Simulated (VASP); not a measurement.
These are revTPSS meta-GGA, VASP's PBE PAW potentials (set 64) (plane waves; VASP) values and carry that method's errors.

VASP input:

### INCAR
```
SYSTEM = Li
LREAL = F
NELM = 100
NSW = 60
LCHARG = F
LMIXTAU = T
METAGGA = RTPSS
PREC = Accurate
SIGMA = 0.1
ISIF = 3
ISMEAR = 1
EDIFF = 1E-6   ! SCF stop (eV)
IBRION = 2
ENCUT = 520   ! plane-wave cut-off (eV)
LWAVE = F
EDIFFG = -0.01   ! ionic stop
LASPH = T   ! aspherical one-centre terms
ALGO = Normal   ! blocked Davidson
```

**KPOINTS**
```
Automatic mesh
0
Gamma
14 14 14
0 0 0
```

POSCAR:
```
Li
1
   -1.6671579704     1.6671579704     1.6671579704
    1.6671579704    -1.6671579704     1.6671579704
    1.6671579704     1.6671579704    -1.6671579704
Li
1
Direct
  0.0000000000   0.0000000000   0.0000000000
```

POTCAR, in this order: Li_sv (PBE.64 set). Program: vasp_std.

The run wrote:

### OSZICAR
```
       N       E                     dE             d eps       ncg     rms          rms(c)
DAV:   1     0.412155116611E+02    0.41216E+02   -0.32930E+05  1040   0.127E+06
DAV:   2     0.396848670907E+02   -0.15306E+01   -0.15292E+01  1040   0.978E+03
DAV:   3     0.107935720452E+01   -0.38606E+02   -0.38266E+02  2080   0.198E+03
DAV:   4    -0.200143203229E+01   -0.30808E+01   -0.28842E+01  2080   0.349E+02
DAV:   5    -0.289461795019E+01   -0.89319E+00   -0.88719E+00  2080   0.248E+02    0.143E+00
DAV:   6    -0.259604536126E+01    0.29857E+00   -0.92591E+00  1480   0.316E+01    0.588E-01
DAV:   7    -0.269739739067E+01   -0.10135E+00   -0.50243E-01  1290   0.694E+00    0.143E-01
DAV:   8    -0.273254756792E+01   -0.35150E-01   -0.81651E-02  1440   0.306E+00    0.230E-01
DAV:   9    -0.267860560963E+01    0.53942E-01   -0.82007E-02  1080   0.340E+00    0.373E-01
DAV:  10    -0.267341963707E+01    0.51860E-02   -0.15721E-01  1600   0.334E+00    0.165E-01
DAV:  11    -0.268179895235E+01   -0.83793E-02   -0.11128E-02  1085   0.134E+00    0.912E-02
DAV:  12    -0.267965160402E+01    0.21473E-02   -0.15183E-02  1160   0.111E+00    0.354E-02
DAV:  13    -0.268128605962E+01   -0.16345E-02   -0.32053E-03  1070   0.758E-01    0.809E-03
DAV:  14    -0.268160509053E+01   -0.31903E-03   -0.25239E-03  1270   0.539E-01    0.353E-02
DAV:  15    -0.268152693303E+01    0.78157E-04   -0.10357E-03  1070   0.408E-01    0.928E-03
DAV:  16    -0.268163359757E+01   -0.10666E-03   -0.12031E-04  1070   0.162E-01    0.111E-02
DAV:  17    -0.268163802090E+01   -0.44233E-05   -0.10962E-05  1555   0.270E-02    0.122E-02
DAV:  18    -0.268164627731E+01   -0.82564E-05   -0.31130E-06  1090   0.244E-02    0.118E-02
DAV:  19    -0.268164875828E+01   -0.24810E-05   -0.11567E-06  1050   0.170E-02    0.616E-03
DAV:  20    -0.268165935354E+01   -0.10595E-04   -0.93935E-06  1095   0.448E-02    0.528E-03
DAV:  21    -0.268166064326E+01   -0.12897E-05   -0.24651E-07  1085   0.768E-03    0.387E-03
DAV:  22    -0.268166188344E+01   -0.12402E-05   -0.22163E-07   615   0.757E-03    0.364E-03
DAV:  23    -0.268166423324E+01   -0.23498E-05   -0.17379E-06  1380   0.184E-02    0.242E-03
DAV:  24    -0.268166592097E+01   -0.16877E-05   -0.43042E-06  1235   0.295E-02    0.184E-03
DAV:  25    -0.268166646929E+01   -0.54832E-06   -0.91705E-08   615   0.522E-03
   1 F= -.26816665E+01 E0= -.26813699E+01  d E =-.268167E+01
       N       E                     dE             d eps       ncg     rms          rms(c)
DAV:   1    -0.268479856148E+01   -0.31326E-02   -0.63035E-03  1045   0.109E+00    0.148E-01
DAV:   2    -0.268296826562E+01    0.18303E-02   -0.10678E-02  1500   0.672E-01    0.189E-01
DAV:   3    -0.258402749047E+01    0.98941E-01   -0.28521E-01  1040   0.783E+00    0.347E-01
DAV:   4    -0.268572040671E+01   -0.10169E+00   -0.25792E-01  1040   0.638E+00    0.626E-02
DAV:   5    -0.268224301300E+01    0.34774E-02   -0.19095E-02  1055   0.178E+00    0.168E-02
DAV:   6    -0.268221512912E+01    0.27884E-04   -0.81051E-03  1585   0.737E-01    0.726E-02
DAV:   7    -0.268251233986E+01   -0.29721E-03   -0.16545E-03  1060   0.477E-01    0.264E-02
DAV:   8    -0.268258069092E+01   -0.68351E-04   -0.75501E-05  1085   0.141E-01    0.210E-02
DAV:   9    -0.268257179409E+01    0.88968E-05   -0.85248E-04  1160   0.332E-01    0.258E-02
DAV:  10    -0.268259231661E+01   -0.20523E-04   -0.55215E-05  1070   0.767E-02    0.205E-03
DAV:  11    -0.268261744864E+01   -0.25132E-04   -0.66222E-05  1155   0.948E-02    0.213E-03
DAV:  12    -0.268262447127E+01   -0.70226E-05   -0.14549E-05  1375   0.481E-02    0.183E-03
DAV:  13    -0.268262349484E+01    0.97643E-06   -0.95593E-06  1065   0.350E-02
   2 F= -.26826235E+01 E0= -.26823261E+01  d E =-.957026E-03
       N       E                     dE             d eps       ncg     rms          rms(c)
DAV:   1    -0.270628810225E+01   -0.23664E-01   -0.55106E-02  1055   0.312E+00    0.421E-01
DAV:   2    -0.268165671264E+01    0.24631E-01   -0.45150E-02  1640   0.165E+00    0.441E-01
DAV:   3    -0.348970935091E+01   -0.80805E+00   -0.27760E+00  1240   0.141E+01    0.281E+00
DAV:   4    -0.301751288594E+01    0.47220E+00   -0.73594E-01  1175   0.120E+01    0.152E+00
DAV:   5    -0.311560148883E+01   -0.98089E-01   -0.17304E-01  1095   0.539E+00    0.175E+00
DAV:   6    -0.307374776635E+01    0.41854E-01   -0.85889E-02  1045   0.372E+00    0.153E+00
DAV:   7    -0.289231825859E+01    0.18143E+00   -0.45803E-01  1110   0.510E+00    0.598E-01
DAV:   8    -0.275501426062E+01    0.13730E+00   -0.46855E-01  1130   0.582E+00    0.206E-01
DAV:   9    -0.268411082253E+01    0.70903E-01   -0.40780E-02  1155   0.255E+00    0.630E-02
DAV:  10    -0.268343300620E+01    0.67782E-03   -0.11137E-03  1450   0.481E-01    0.201E-02
DAV:  11    -0.268335335024E+01    0.79656E-04   -0.28186E-04  1070   0.233E-01    0.565E-02
DAV:  12    -0.268308823826E+01    0.26511E-03   -0.15623E-04  1060   0.170E-01    0.356E-02
DAV:  13    -0.268361360867E+01   -0.52537E-03   -0.47548E-04  1045   0.255E-01    0.465E-02
DAV:  14    -0.268318285824E+01    0.43075E-03   -0.20204E-04  1080   0.195E-01    0.396E-02
DAV:  15    -0.268353561349E+01   -0.35276E-03   -0.20303E-04  1065   0.174E-01    0.424E-02
DAV:  16    -0.268358716293E+01   -0.51549E-04   -0.16684E-05  1650   0.386E-02    0.405E-02
DAV:  17    -0.268360201509E+01   -0.14852E-04   -0.16701E-06  1045   0.197E-02    0.362E-02
DAV:  18    -0.268375937665E+01   -0.15736E-03   -0.38290E-05  1185   0.851E-02    0.351E-02
DAV:  19    -0.268377286241E+01   -0.13486E-04   -0.13136E-06  1155   0.186E-02    0.314E-02
DAV:  20    -0.268390848946E+01   -0.13563E-03   -0.40999E-05  1260   0.884E-02    0.294E-02
DAV:  21    -0.268410039498E+01   -0.19191E-03   -0.16479E-04  1310   0.173E-01    0.248E-02
DAV:  22    -0.268418934076E+01   -0.88946E-04   -0.12610E-04  1425   0.164E-01    0.149E-02
DAV:  23    -0.268420188084E+01   -0.12540E-04   -0.15231E-05  1560   0.643E-02    0.656E-03
DAV:  24    -0.268420478543E+01   -0.29046E-05   -0.31465E-06  1430   0.306E-02    0.282E-03
DAV:  25    -0.268420553287E+01   -0.74745E-06   -0.24576E-07   620   0.929E-03
   3 F= -.26842055E+01 E0= -.26839063E+01  d E =-.253906E-02
       N       E                     dE             d eps       ncg     rms          rms(c)
DAV:   1    -0.268614544109E+01   -0.19407E-02   -0.60155E-03  1060   0.106E+00    0.159E-01
DAV:   2    -0.268437718826E+01    0.17683E-02   -0.60196E-03  1595   0.524E-01    0.170E-01
DAV:   3    -0.253945826247E+01    0.14492E+00   -0.51180E-01  1040   0.105E+01    0.405E-01
DAV:   4    -0.268345386560E+01   -0.14400E+00   -0.35764E-01  1040   0.721E+00    0.135E-02
DAV:   5    -0.268412931752E+01   -0.67545E-03   -0.30536E-03  1195   0.640E-01    0.485E-03
DAV:   6    -0.268420712165E+01   -0.77804E-04   -0.11975E-03  1540   0.265E-01    0.249E-02
DAV:   7    -0.268430044041E+01   -0.93319E-04   -0.35024E-04  1075   0.207E-01    0.598E-03
DAV:   8    -0.268430533877E+01   -0.48984E-05   -0.13389E-05  1575   0.408E-02    0.449E-03
DAV:   9    -0.268427486382E+01    0.30475E-04   -0.22868E-04  1070   0.156E-01    0.583E-03
DAV:  10    -0.268430386887E+01   -0.29005E-04   -0.11914E-04  1075   0.124E-01    0.473E-03
DAV:  11    -0.268430531610E+01   -0.14472E-05   -0.59279E-06  1040   0.304E-02    0.273E-03
DAV:  12    -0.268430485233E+01    0.46376E-06   -0.81364E-07  1040   0.673E-03
   4 F= -.26843049E+01 E0= -.26840053E+01  d E =-.263838E-02
```

OUTCAR:
```
------------------------ aborting loop because EDIFF is reached ----------------------------------------
  FORCE on cell =-STRESS in cart. coord.  units (eV):
  Direction    XX          YY          ZZ          XY          YZ          ZX
  --------------------------------------------------------------------------------------
  Total        0.0013522      0.0013522      0.0013522      0.0000000     -0.0000000     -0.0000000
  in kB        0.1098511      0.1098511      0.1098511      0.0000000     -0.0000000     -0.0000000
  external PRESSURE =       0.1098511 kB  Pullay stress =       0.0000000 kB
  volume of cell :       19.72
      direct lattice vectors                 reciprocal lattice vectors
    -1.702012141  1.702012141  1.702012141     0.000000000  0.293769937  0.293769937
     1.702012141 -1.702012141  1.702012141     0.293769937  0.000000000  0.293769937
     1.702012141  1.702012141 -1.702012141     0.293769937  0.293769937  0.000000000
 POSITION                                       TOTAL-FORCE (eV/Angst)
 -----------------------------------------------------------------------------------
     -1.70201      1.70201      1.70201        -0.000000      0.000000     -0.000000
 -----------------------------------------------------------------------------------
    total drift:                               -0.000000     -0.000000      0.000000
  FREE ENERGIE OF THE ION-ELECTRON SYSTEM (eV)
  ---------------------------------------------------
  free  energy   TOTEN  =        -2.6843048523 eV

  energy  without entropy=       -2.6834062653  energy(sigma->0) =       -2.68400532

 reached required accuracy - stopping structural energy minimisation
```
(Selected blocks of OUTCAR.)

CONTCAR:
```
Li
   1.00000000000000
    -1.7020121411995088    1.7020121411995088    1.7020121411995088
     1.7020121411995088   -1.7020121411995088    1.7020121411995088
     1.7020121411995088    1.7020121411995088   -1.7020121411995088
  Li
     1
Direct
     1.0000000000000000    0.0000000000000000    0.0000000000000000
```

**OUTCAR**
```
 val. band max:        0.7077828913   @ k =   0.2857   0.2143   0.0000

 cond. band min:       0.7394323371   @ k =  -0.3571   0.4286   0.1429


 Fermi energy:         0.7170796473

 k-point     1 :       0.0000    0.0000    0.0000
  band No.  band energies     occupation
      1     -47.1645      2.00000
      2      -2.9499      2.00000
      3      15.8522      0.00000
      4      15.8522      0.00000
      5      15.8522      0.00000

 k-point     2 :       0.0714    0.0000    0.0000
  band No.  band energies     occupation
      1     -47.1623      2.00000
      2      -2.8496      2.00000
      3      15.1468      0.00000
      4      15.3425      0.00000
      5      15.6701      0.00000

 k-point     3 :       0.1429    0.0000    0.0000
  band No.  band energies     occupation
      1     -47.1597      2.00000
      2      -2.5493      2.00000
      3      13.1909      0.00000
      4      14.3467      0.00000
      5      15.1645      0.00000

 k-point     4 :       0.2143    0.0000    0.0000
  band No.  band energies     occupation
      1     -47.1556      2.00000
      2      -2.0494      2.00000
      3      10.8232      0.00000
      4      13.3637      0.00000
      5      14.4973      0.00000

 k-point     5 :       0.2857    0.0000    0.0000
  band No.  band energies     occupation
      1     -47.1513      2.00000
      2      -1.3549      2.00000
      3       8.5373      0.00000
      4      12.5475      0.00000
      5      13.8527      0.00000

 k-point     6 :       0.3571    0.0000    0.0000
  band No.  band energies     occupation
      1     -47.1474      2.00000
      2      -0.4891      2.00000
      3       6.4950      0.00000
      4      11.9477      0.00000
      5      13.3432      0.00000

 k-point     7 :       0.4286    0.0000    0.0000
  band No.  band energies     occupation
      1     -47.1450      2.00000
      2       0.4476      2.00093
      3       4.8414      0.00000
...
```

Energy and stress use the plane-wave basis of the starting cell.

The compound is Li in the bcc structure. This run relaxes it. Symmetry was kept, so distortions that lower it aren't found. The start is the result of an earlier pass.
